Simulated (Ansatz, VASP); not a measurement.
## Cross-check of MoS2 between VASP and Ansatz

Wanted: the spread between two codes on one cell, functional and k mesh. The structure shown comes from an earlier Ansatz run, which isn't shown and may have moved the atoms alone.

Program: Ansatz 0.2.0. Level of theory: plane waves, with VASP 6.6.1 beside it; elastic constants at PBEsol. Results are calculated unless marked as measured.

### Step 1. The starting structure

It takes space group P6_3/mmc (No. 194, hexagonal). Conventional cell: a = 3.141 Å, b = 3.141 Å, c = 12.581 Å, α = 90.00°, β = 90.00°, γ = 120.00°. Nearest to Mo lie 6 S at 2.39 Å. Nearest to S lie 3 Mo at 2.39 Å. Farther neighbours and most contacts between anions are not listed.

### Step 2. Ansatz: elastic constants, PBEsol

Ansatz runs on its default PAW (the set named soft_2) files.

Elastic constants are differences of stresses under small strains, so they test the stress and the mesh.

input.yaml reads:

```yaml
crystal:
  lattice:
    - [3.141397229, 0.0, 0.0]
    - [-1.5706986145, 2.7205298037, 0.0]
    - [0.0, 0.0, 12.5812874461]
  atoms:
    - { symbol: Mo, position: [0.3333333333, 0.6666666667, 0.25] }
    - { symbol: Mo, position: [0.6666666667, 0.3333333333, 0.75] }
    - { symbol: S, position: [0.3333333333, 0.6666666667, 0.6260796326] }
    - { symbol: S, position: [0.6666666667, 0.3333333333, 0.1260796326] }
    - { symbol: S, position: [0.3333333333, 0.6666666667, 0.8739203674] }
    - { symbol: S, position: [0.6666666667, 0.3333333333, 0.3739203674] }
kpoints:
  mp_grid: { grid: [9, 9, 2] }
hamiltonian:
  xc: pbesol
scf:
  occupations: { method: gaussian, width: 0.02 }
output:
  forces: true
  stress: true
  eigenvalues: true
elastic:
  mode: relaxed_ion
  stencil: two_point
```

The run is started by

```bash
ansatz run input.yaml --threads 4 --pin off --max-ram 16384MiB --backend cpu --events-out ev --progress --plain --runs-dir out
```

Numbers of over 12 decimals in the logs are rounded to 6 here.

Log:

```text
Engine: ansatz 0.2.0, aarch64-unknown-linux-gnu
Pseudopotentials: kind: paw
Pseudopotential: Mo, paw, valence charge 14, recommended cutoff 420 eV (normal), Mo.paw.azcp
Pseudopotential: S, paw, valence charge 6, recommended cutoff 420 eV (normal), S.paw.azcp
Functional definition: PBEsol
  exchange = pbesol_x
  correlation = pbesol_c
Crystal: 6 atoms, lattice volume = 107.523 Å³
Basis set: ecut = 420 eV, 2059 PW (Γ), exchange–correlation on 48×48×180 points (8 copies of the dense FFT grid, shifted against one another)
Bands: 32, of which v1, the nominal top of the filled ones, is band 26 counted from 1 (25 counted from 0)
Symmetry: 24 space group operations
Space group: P63/mmc (ITA 194), of the structure as read, at distance tolerance 4.8e-5 Å
k-points: 24 of 162
Non-local potential: Mo, projectors of the file, l = 0: 3, l = 1: 2, l = 2: 2, l = 3: 1
Non-local potential: S, projectors of the file, l = 0: 2, l = 1: 2, l = 2: 2
PAW form: soft (Blöchl's): semilocal exchange-correlation on the pseudo side does not see the compensation charge
PAW frozen core: Mo, regenerated for the run's functional, and the local potential with it (the file was generated under x = pbe(κ = 0.804, μ = 0.219515), c = pbe(β = 0.066725))
PAW frozen core: S, regenerated for the run's functional, and the local potential with it (the file was generated under x = pbe(κ = 0.804, μ = 0.219515), c = pbe(β = 0.066725))
PAW one-centre angular grid: Mo, 590 points (default); XC on 64 Gauss nodes
PAW one-centre angular grid: S, 110 points (default); XC on 64 Gauss nodes
Initial density: superposition of atomic densities (neutral atoms: chi_scale 0, normalization atom), corrected by the library's trained network
Initial wavefunctions: pseudopotential atomic-orbital guess
Functional: x = pbesol(κ = 0.804, μ = 0.123457), c = pbesol(β = 0.046)
SCF iter   1: F=—  HF=-13340.336906 eV  |F-HF|=—  |Δ(HF+E_count)|=         —  Δρ=6.80e-3  dr2=3.99e-2  ethr=1.77e-3  ⟨swp⟩=7.1  Hψ=3400  notcnv=0
preconditioner: auto → Resta (q_TF=auto, 2.417 Å⁻¹)  ε∞=8.5  [insulator: Δε(μ)=1.055 eV  Ē_g=7.834 eV  σ=0.020 eV  W_gap=1.00  n_scr=26 (ndim 8)  ℏωp=21.5 eV  f_vac=0.025  D(μ)=0.00/eV (n_scr^D=0)  ε∞_Penn≈8.5]
SCF iter   2: F=—  HF=-13340.338667 eV  |F-HF|=—  |Δ(HF+E_count)|=   1.76e-3  Δρ=3.64e-3  dr2=6.68e-3  ethr=7.68e-5  ⟨swp⟩=2.3  Hψ=1479  notcnv=0  defer=35
SCF iter   3: F=—  HF=-13340.340116 eV  |F-HF|=—  |Δ(HF+E_count)|=   1.45e-3  Δρ=1.79e-3  dr2=1.76e-3  ethr=1.29e-5  ⟨swp⟩=2.3  Hψ=1168  notcnv=0  defer=35
SCF iter   4: F=—  HF=-13340.340670 eV  |F-HF|=—  |Δ(HF+E_count)|=   5.53e-4  Δρ=1.73e-4  dr2=6.44e-5  ethr=3.38e-6  ⟨swp⟩=2.0  Hψ=1157  notcnv=0  defer=35
SCF iter   5: F=—  HF=-13340.340659 eV  |F-HF|=—  |Δ(HF+E_count)|=   1.03e-5  Δρ=4.37e-5  dr2=3.27e-6  ethr=1.24e-7  ⟨swp⟩=2.0  Hψ=1059  notcnv=0  defer=35
SCF iter   6: F=—  HF=-13340.340659 eV  |F-HF|=—  |Δ(HF+E_count)|=   6.25e-9  Δρ=1.25e-5  dr2=4.67e-7  ethr=6.28e-9  ⟨swp⟩=2.0  Hψ=1080  notcnv=0  defer=35
SCF iter   7: F=—  HF=-13340.340660 eV  |F-HF|=—  |Δ(HF+E_count)|=   3.41e-7  Δρ=3.54e-6  dr2=2.15e-8  ethr=8.98e-10  ⟨swp⟩=2.0  Hψ=1116  notcnv=0  defer=35
SCF iter   8: F=—  HF=-13340.340660 eV  |F-HF|=—  |Δ(HF+E_count)|=   1.82e-8  Δρ=6.61e-7  dr2=4.13e-10  ethr=4.13e-11  ⟨swp⟩=2.0  Hψ=1125  notcnv=0  defer=35
SCF iter   9: F=—  HF=-13340.340660 eV  |F-HF|=—  |Δ(HF+E_count)|=  5.68e-10  Δρ=9.89e-8  dr2=9.56e-12  ethr=7.95e-13 (applied; sched 1.00e-12)  ⟨swp⟩=2.0  Hψ=1165  notcnv=0  defer=35
SCF iter  10: F=—  HF=-13340.340660 eV  |F-HF|=—  |Δ(HF+E_count)|=  1.27e-11  Δρ=1.84e-8  dr2=3.14e-13  ethr=1.84e-14 (applied; sched 1.00e-12)  ⟨swp⟩=2.0  Hψ=1199  notcnv=0  defer=35
[...]
SCF 1 converged in 11 iterations: F = -13340.340660 eV  dr2 = 6.45e-14
  greatest PAW one-centre occupation: 0.999 electrons in one spin orbital (limit 2), on the Mo atom at site 1 (counted from 0), in its partial waves of l = 0
Crystal: 6 atoms, lattice volume = 107.308 Å³
Symmetry: 8 space group operations
k-points: 50 of 162
Initial density: handed on by an earlier stage of this run
Initial wavefunctions: pseudopotential atomic-orbital guess (no wavefunctions were taken with the density)
[...]
preconditioner: auto → Resta (q_TF=auto, 2.418 Å⁻¹)  ε∞=8.5  [insulator: Δε(μ)=1.048 eV  Ē_g=7.878 eV  σ=0.020 eV  W_gap=1.00  n_scr=26 (ndim 8)  ℏωp=21.5 eV  f_vac=0.019  D(μ)=0.00/eV (n_scr^D=0)  ε∞_Penn≈8.5]
[...]
SCF 27 converged in 8 iterations: F = -13340.340646 eV  dr2 = 1.44e-14
relax step   3: F+E_penalty+E_count = -13340.34064553 eV  Δ(F+E_penalty+E_count) = -5.375e-8 eV  max|allowed force component| = 1.356e-4 eV/Å  Δτ_max = 0.0001 Å  (8 SCF iters, accepted)
[...]
SCF 28 converged in 7 iterations: F = -13340.340646 eV  dr2 = 1.12e-14
relax step   4: F+E_penalty+E_count = -13340.34064554 eV  Δ(F+E_penalty+E_count) = -2.678e-9 eV  max|allowed force component| = 3.217e-6 eV/Å  Δτ_max = 0.0000 Å  (7 SCF iters, accepted)
[...]
SCF iter   1: F=—  HF=-13340.340672 eV  |F-HF|=—  |Δ(HF+E_count)|=         —  Δρ=4.27e-7  dr2=1.04e-10  ethr=1.00e-12  ⟨swp⟩=3.2  Hψ=8139  notcnv=0
SCF iter   2: F=—  HF=-13340.340646 eV  |F-HF|=—  |Δ(HF+E_count)|=   2.62e-5  Δρ=2.49e-7  dr2=7.76e-11  ethr=2.01e-13 (applied; sched 1.00e-12)  ⟨swp⟩=3.0  Hψ=3716  notcnv=0
SCF iter   3: F=—  HF=-13340.340646 eV  |F-HF|=—  |Δ(HF+E_count)|=  9.09e-12  Δρ=1.42e-7  dr2=1.34e-11  ethr=1.49e-13 (applied; sched 1.00e-12)  ⟨swp⟩=1.6  Hψ=1651  notcnv=0
SCF iter   4: F=—  HF=-13340.340646 eV  |F-HF|=—  |Δ(HF+E_count)|=  1.82e-12  Δρ=1.01e-7  dr2=6.00e-12  ethr=2.58e-14 (applied; sched 1.00e-12)  ⟨swp⟩=1.0  Hψ=1600  notcnv=0
SCF iter   5: F=—  HF=-13340.340646 eV  |F-HF|=—  |Δ(HF+E_count)|=  3.64e-12  Δρ=5.17e-8  dr2=1.38e-12  ethr=1.15e-14 (applied; sched 1.00e-12)  ⟨swp⟩=1.1  Hψ=1606  notcnv=0
SCF iter   6: F=—  HF=-13340.340646 eV  |F-HF|=—  |Δ(HF+E_count)|=  1.82e-12  Δρ=5.24e-8  dr2=1.60e-12  ethr=2.65e-15 (applied; sched 1.00e-12)  ⟨swp⟩=1.1  Hψ=1603  notcnv=0
SCF iter   7: F=—  HF=-13340.340646 eV  |F-HF|=—  |Δ(HF+E_count)|=  1.82e-12  Δρ=3.51e-8  dr2=6.87e-13  ethr=3.08e-15 (applied; sched 1.00e-12)  ⟨swp⟩=1.0  Hψ=1600  notcnv=0
SCF iter   8: F=—  HF=-13340.340646 eV  |F-HF|=—  |Δ(HF+E_count)|=    0.00e0  Δρ=2.34e-8  dr2=3.15e-13  ethr=1.32e-15 (applied; sched 1.00e-12)  ⟨swp⟩=1.0  Hψ=1600  notcnv=0
SCF iter   9: F=—  HF=-13340.340646 eV  |F-HF|=—  |Δ(HF+E_count)|=  1.82e-12  Δρ=1.88e-8  dr2=2.02e-13  ethr=6.07e-16 (applied; sched 1.00e-12)  ⟨swp⟩=1.0  Hψ=1600  notcnv=0
SCF iter  10: F=-13340.340646 eV  HF=-13340.340646 eV  |F-HF|=3.64e-12  |Δ(HF+E_count)|=    0.00e0  Δρ=1.86e-10  dr2=6.39e-17  ethr=1.00e-12  ⟨swp⟩=3.0  Hψ=5499  notcnv=0
SCF 29 converged in 10 iterations: F = -13340.340646 eV  dr2 = 6.39e-17
SCF converged after 11 iterations
Free energy (F): -13340.340660 eV
Harris-Foulkes:  -13340.340660 eV  (|F-HF|=1.82e-12)
Internal energy: -13340.340660 eV  (E = F + TS)
E sigma→0 (E₀):  -13340.340660 eV
Fermi energy:    11.179571 eV
--- Per-component energies (eV) ---
  E_band       = -320.860273
  E_kinetic    = 1313.338422
  E_local      = -4126.516800  (includes V_loc(G=0)·N_el)
  E_nonlocal   = 402.865049
  E_hartree    = 1604.246417
  E_xc         = -751.659055
  E_vxc        = -809.555958  (∫ρ·V_xc dr)
  E_paw        = -8623.833283  (= ΣΔE_a)
  E_vpaw       = -309.483897  (= ΣTr[D̂ρ^β])
  E_aug_tail   = 0.000061  (compensation charges beyond the density's cutoff)
  E_ewald      = -3159.447868
  E_core_change = 0.666396  (= ΣΔE_core)
  E_smearing   = -0.000000  (= −TS)
  E_closure    = 0.000000  (closes the sum)
  Σ components = -13340.340660   (vs F -13340.340660, Δ=0.00e0)
--- Forces (eV/Å), atoms counted from 1 ---
  atom   1  Mo     0.00000000    -0.00000000     0.00000000
  atom   2  Mo    -0.00000000     0.00000000     0.00000000
  atom   3  S     -0.00000000     0.00000000     0.00004514
  atom   4  S     -0.00000000    -0.00000000     0.00004514
  atom   5  S     -0.00000000     0.00000000    -0.00004514
  atom   6  S      0.00000000    -0.00000000    -0.00004514
  max |Σ_I F_I| component: 9.25e-18 eV/Å
--- Stress (GPa, compression-positive) ---
       -0.000439       0.000000       0.000000
        0.000000      -0.000439       0.000000
        0.000000       0.000000       0.003983
  P = ⅓ Tr σ = 0.0010 GPa (0.010 kbar)
--- Band table (eV; the first three rows and the last of 24) ---
  k-point 0: bands = [... 22 lower, 8.6077, 9.3373, 9.5169, 10.6500, 12.9282, 12.9282, 12.9479, 12.9479, ... 2 higher]
  k-point 1: bands = [... 22 lower, 8.5918, 8.5918, 10.3571, 10.3571, 12.9339, 12.9339, 12.9339, 12.9339, ... 2 higher]
  k-point 2: bands = [... 22 lower, 8.7178, 9.5314, 9.6071, 10.3371, 12.6785, 12.7161, 12.8084, 12.9211, ... 2 higher]
  k-point 23: bands = [... 22 lower, 7.8495, 7.8495, 10.0378, 10.0378, 11.8576, 11.8576, 13.0330, 13.0330, ... 2 higher]
--- Elastic constants: 3 strain directions × 2 members + reference (group order 24) ---
  dense FFT box of the reference and of every strained cell: 24×24×90
  strains applied: 11, 33, 23; error gains: componentwise 1.00 (the most a stress slope's error grows in a printed constant), spectral 1.41 (1 for all six strains in a standard setting)
  C = ∂σ_k/∂η_j (tension-positive GPa; Voigt order 11 22 33 23 13 12):
       224.618     53.446      4.534      0.000      0.000      0.000
        53.446    224.618      4.534      0.000      0.000      0.000
         4.542      4.542     21.104      0.000      0.000     -0.000
         0.000      0.000      0.000     10.843     -0.000      0.000
         0.000      0.000      0.000     -0.000     10.843      0.000
        -0.000      0.000      0.000      0.000      0.000     85.586
  reference stress σ⁰ (GPa):      0.000      0.000     -0.004     -0.000     -0.000     -0.000
  C* (energy form; C + prestress term) asymmetry max|C*_kj − C*_jk| = 3.248e-3 GPa — a small one proves nothing (zero by symmetry where the batch's group is 432, −43m or m−3m); a large one is finite-difference/SCF noise where every solve meets its electron count
  moduli (Voigt/Reuss/Hill, GPa): K = 66.15/19.29/42.72   G = 48.64/18.12/33.38   E = 79.45   ν = 0.190
  mechanically stable: yes (min eigenvalue of sym C = 10.84 GPa)
  strain η (Voigt 11):  stress-route row diagonal C_11 = 224.62 GPa, energy-path curvature d²(F+E_count+ΔE)/dδ²/Ω₀ = 224.62 GPa
         δ    σ_11 (GPa)             F (eV)   n_scf  n_hpsi   n_pw
    -2.000e-3      -0.4525      -13340.3403590       9   27932   2121   relax 4 steps, max|allowed force component| 4.10e-5 eV/Å
     2.000e-3       0.4460      -13340.3403590       7   25279   2125   relax 3 steps, max|allowed force component| 1.25e-6 eV/Å
  strain η (Voigt 33):  stress-route row diagonal C_33 = 21.10 GPa, energy-path curvature d²(F+E_count+ΔE)/dδ²/Ω₀ = 21.10 GPa
         δ    σ_33 (GPa)             F (eV)   n_scf  n_hpsi   n_pw
    -2.000e-3      -0.0479      -13340.3406234       8   11964   2115   relax 5 steps, max|allowed force component| 2.19e-7 eV/Å
     2.000e-3       0.0365      -13340.3406353      10   13917   2125   relax 3 steps, max|allowed force component| 1.16e-6 eV/Å
  strain η (Voigt 23):  stress-route row diagonal C_44 = 10.84 GPa, energy-path curvature d²(F+E_count+ΔE)/dδ²/Ω₀ = 10.85 GPa
         δ    σ_23 (GPa)             F (eV)   n_scf  n_hpsi   n_pw
    -2.000e-3      -0.0217      -13340.3406455      10   29426   2123   relax 3 steps, max|allowed force component| 9.55e-6 eV/Å
     2.000e-3       0.0217      -13340.3406455      10   29458   2123   relax 4 steps, max|allowed force component| 3.22e-6 eV/Å
```

The column dr2 measures how far the density is from self-consistency, as an energy; F and HF (Harris–Foulkes) agree once it is small.

(Continued in part 2 of 2.)

[Lines on the potential files, build, host, timing and source positions are cut from VASP's logs without a mark.]

[Logs are printed without paths, hosts, clocks, repeated set-up lines and the standing remarks that a program may print on its own settings, such as how far it seeks lower states.]

[Hosts, paths, dates, database ids (printed as entryN), source tags and the programs' standing remarks are cut or masked in the printed files.]
